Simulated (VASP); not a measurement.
All values below come from revPBE GGA, VASP's PBE PAW potentials (set 64) (plane waves; VASP).

A VASP calculation is set up with these files.

**KPOINTS**
```
Automatic mesh
0
Gamma
11 11 11
0 0 0
```

### POSCAR
```
FeAl
1
    2.8837716842     0.0000000000     0.0000000000
    0.0000000000     2.8837716842     0.0000000000
    0.0000000000    -0.0000000000     2.8837716842
Al Fe
1 1
Direct
  0.5000000000   0.5000000000   0.5000000000
  0.0000000000   0.0000000000   0.0000000000
```

### INCAR
```
SYSTEM = FeAl
PREC = Accurate
ENCUT = 520
EDIFF = 1E-6
NELM = 100
ALGO = Normal
LREAL = .FALSE.
LASPH = .TRUE.
ISMEAR = 1
SIGMA = 0.1
GGA = RE
LMAXMIX = 4
LWAVE = .FALSE.
LCHARG = .FALSE.
IBRION = 2
ISIF = 3
NSW = 60
EDIFFG = -0.01
```

POTCAR, in this order: Al Fe (PBE.64 set). Program: vasp_std.

What does the run give for the energy per atom (σ→0), band gap (on the k-mesh)?

```
Item                                                        Result
------------------------  ----------------------------------------
energy per atom (σ→0)                               -5.986 eV/atom
band gap (on the k-mesh)  none (metal, semimetal or under 0.01 eV)
```

**OSZICAR**
```
...
DAV:   6    -0.159630979966E+02   -0.20636E+01   -0.74585E+01  1138   0.134E+02    0.185E+01
DAV:   7    -0.120165305039E+02    0.39466E+01   -0.37526E+01  1134   0.837E+01    0.258E+00
DAV:   8    -0.119852004291E+02    0.31330E-01   -0.21598E-01  1151   0.585E+00    0.150E+00
DAV:   9    -0.119714540984E+02    0.13746E-01   -0.45321E-02  1193   0.327E+00    0.341E-01
DAV:  10    -0.119711162662E+02    0.33783E-03   -0.10549E-03  1343   0.457E-01    0.170E-01
DAV:  11    -0.119711025481E+02    0.13718E-04   -0.19153E-05  1071   0.480E-02    0.122E-02
DAV:  12    -0.119711017646E+02    0.78355E-06   -0.51628E-06  1073   0.304E-02
   1 F= -.11971102E+02 E0= -.11971187E+02  d E =-.119711E+02
```

The compound is FeAl in the CsCl type structure. It was relaxed first. The start is the result of an earlier pass. The run is not spin-polarised, so no magnetic state was tried. The electron count is odd and the run is not spin-polarised, which forces a metal.
